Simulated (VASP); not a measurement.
Level of theory: PBE GGA with D4 dispersion, VASP's PBE PAW potentials (set 64) (plane waves; VASP).

Input for VASP

### KPOINTS
```
Automatic
0
gamma
  16 16 16
0 0 0
```

**INCAR**
```
LCHARG = .False.
GGA = PE   # PBE
LREAL = .False.   # projection in real space or not
SYSTEM = Al
ISMEAR = 1   # Methfessel-Paxton
EDIFF = 1E-7   # SCF stop (eV)
NELM = 100   # most electronic steps
SIGMA = 0.1
ENCUT = 520   # plane-wave cut-off (eV)
IVDW = 13
LWAVE = .False.
LASPH = .True.   # aspherical one-centre terms
PREC = Accurate
ALGO = Normal   # blocked Davidson
ISIF = 2   # forces and stress, cell fixed
```

**POSCAR**
```
Al
2.7576880
  0.0000000000   0.7071067287   0.7071067287
  0.7071067287   0.0000000000   0.7071067287
  0.7071067287   0.7071067287   0.0000000000
Al
1
Cartesian
  0.0000000000   0.0000000000   0.0000000000
```

POTCAR, in this order: Al (PBE.64 set). Program: vasp_std.

The resulting files:

File OUTCAR:
```
 ion  position               nearest neighbor table
   1  0.000  0.000  0.000-
  LATTYP: Found a face centered cubic cell.
 ALAT       =     3.8999594808
 Subroutine PRICEL returns:
 Original cell was already a primitive cell.
 Subroutine GETGRP returns: Found 48 space group operations
The static configuration has the point symmetry O_h .
The dynamic configuration has the point symmetry O_h .
 Subroutine INISYM returns: Found 48 space group operations
 Subroutine IBZKPT returns following result:
 Found    145 irreducible k-points:

 Following reciprocal coordinates:
            Coordinates               Weight
  0.000000  0.000000  0.000000      1.000000
  0.062500  0.000000  0.000000      8.000000
  0.125000  0.000000  0.000000      8.000000
  0.187500  0.000000  0.000000      8.000000
  0.250000  0.000000  0.000000      8.000000
  0.312500  0.000000  0.000000      8.000000
  0.375000  0.000000  0.000000      8.000000
  0.437500  0.000000  0.000000      8.000000
  0.500000  0.000000  0.000000      4.000000
  0.062500  0.062500  0.000000      6.000000
  0.125000  0.062500  0.000000     24.000000
  0.187500  0.062500  0.000000     24.000000
  0.250000  0.062500  0.000000     24.000000
  0.312500  0.062500  0.000000     24.000000
  0.375000  0.062500  0.000000     24.000000
  0.437500  0.062500  0.000000     24.000000
  0.500000  0.062500  0.000000     24.000000
 -0.437500  0.062500  0.000000     24.000000
 -0.375000  0.062500  0.000000     24.000000
 -0.312500  0.062500  0.000000     24.000000
 -0.250000  0.062500  0.000000     24.000000
 -0.187500  0.062500  0.000000     24.000000
 -0.125000  0.062500  0.000000     24.000000
 -0.062500  0.062500  0.000000     12.000000
  0.125000  0.125000  0.000000      6.000000
  0.187500  0.125000  0.000000     24.000000
  0.250000  0.125000  0.000000     24.000000
  0.312500  0.125000  0.000000     24.000000
  0.375000  0.125000  0.000000     24.000000
  0.437500  0.125000  0.000000     24.000000
  0.500000  0.125000  0.000000     24.000000
 -0.437500  0.125000  0.000000     24.000000
 -0.375000  0.125000  0.000000     24.000000
 -0.312500  0.125000  0.000000     24.000000
 -0.250000  0.125000  0.000000     24.000000
 -0.187500  0.125000  0.000000     24.000000
 -0.125000  0.125000  0.000000     12.000000
  0.187500  0.187500  0.000000      6.000000
  0.250000  0.187500  0.000000     24.000000
  0.312500  0.187500  0.000000     24.000000
   k-points           NKPTS =    145   k-points in BZ     NKDIM =    145   number of bands    NBANDS=      5
   number of dos      NEDOS =    301   number of ions     NIONS =      1
   total plane-waves  NPLWV =  13824
   dimension x,y,z NGX =    24 NGY =   24 NGZ =   24
   dimension x,y,z NGXF=    48 NGYF=   48 NGZF=   48
   ions per type =               1
   PREC   = accura    normal or accurate (medium, high low for compatibility)
   ISTART =      0    job   : 0-new  1-cont  2-samecut
   ICHARG =      2    charge: 1-file 2-atom 10-const
   ISPIN  =      1    spin polarized calculation?
   LNONCOLLINEAR =      F non collinear calculations
   LSORBIT =      F    spin-orbit coupling
   INIWAV =      1    electr: 0-lowe 1-rand  2-diag
   ENCUT  =  520.0 eV  38.22 Ry    6.18 a.u.   5.13  5.13  5.13*2*pi/ulx,y,z
   NELM   =    100;   NELMIN=  2; NELMDL= -5     # of ELM steps
   EDIFF  = 0.1E-06   stopping-criterion for ELM
   LREAL  =      F    real-space projection
   NLSPLINE    = F    spline interpolate recip. space projectors
   LMAXMIX     =    2 max onsite mixed and CHGCAR
   VOSKOWN=      0    Vosko Wilk Nusair interpolation
...
```

**OSZICAR**
```
       N       E                     dE             d eps       ncg     rms          rms(c)
DAV:   1    -0.140181202879E+01   -0.14018E+01   -0.89793E+02  1525   0.333E+02
DAV:   2    -0.371159707717E+01   -0.23098E+01   -0.21750E+01  1915   0.333E+01
DAV:   3    -0.372697369629E+01   -0.15377E-01   -0.15376E-01  1920   0.332E+00
DAV:   4    -0.372702093391E+01   -0.47238E-04   -0.47238E-04  1930   0.179E-01
DAV:   5    -0.372702123995E+01   -0.30604E-06   -0.30581E-06  1950   0.115E-02    0.150E+00
DAV:   6    -0.371259246403E+01    0.14429E-01   -0.11533E-03  1685   0.261E-01    0.873E-01
DAV:   7    -0.370212974792E+01    0.10463E-01   -0.35959E-03  1670   0.428E-01    0.168E-01
DAV:   8    -0.370212722454E+01    0.25234E-05   -0.21767E-05  1860   0.516E-02    0.286E-02
DAV:   9    -0.370212544689E+01    0.17777E-05   -0.88470E-07  1830   0.746E-03    0.113E-03
DAV:  10    -0.370212529258E+01    0.15431E-06   -0.49446E-09  1410   0.859E-04    0.144E-03
DAV:  11    -0.370212521217E+01    0.80417E-07   -0.23843E-10   970   0.156E-04
   1 F= -.40830461E+01 E0= -.40831127E+01  d E =0.199508E-03
```

File OUTCAR:
```
------------------------ aborting loop because EDIFF is reached ----------------------------------------
  Edisp (eV):   -0.38092
  FORCE on cell =-STRESS in cart. coord.  units (eV):
  Direction    XX          YY          ZZ          XY          YZ          ZX
  --------------------------------------------------------------------------------------
  Total       0.60865     0.60865     0.60865     0.00000     0.00000     0.00000
  in kB      65.75922    65.75922    65.75922     0.00000     0.00000     0.00000
  external pressure =       65.76 kB  Pullay stress =        0.00 kB
  volume of cell :       14.83
      direct lattice vectors                 reciprocal lattice vectors
     0.000000000  1.949979740  1.949979740    -0.256412920  0.256412920  0.256412920
     1.949979740  0.000000000  1.949979740     0.256412920 -0.256412920  0.256412920
     1.949979740  1.949979740  0.000000000     0.256412920  0.256412920 -0.256412920
 POSITION                                       TOTAL-FORCE (eV/Angst)
 -----------------------------------------------------------------------------------
      0.00000      0.00000      0.00000        -0.000000      0.000000      0.000000
 -----------------------------------------------------------------------------------
    total drift:                               -0.000000      0.000000     -0.000000
  FREE ENERGIE OF THE ION-ELECTRON SYSTEM (eV)
  ---------------------------------------------------
  free  energy   TOTEN  =        -4.0830461479 eV

  energy  without entropy=       -4.0832456561  energy(sigma->0) =       -4.08311265
```
(Selected blocks of OUTCAR.)

The compound is Al in the fcc structure. This cell is one point of a volume scan, at 0.94 of the reference volume.
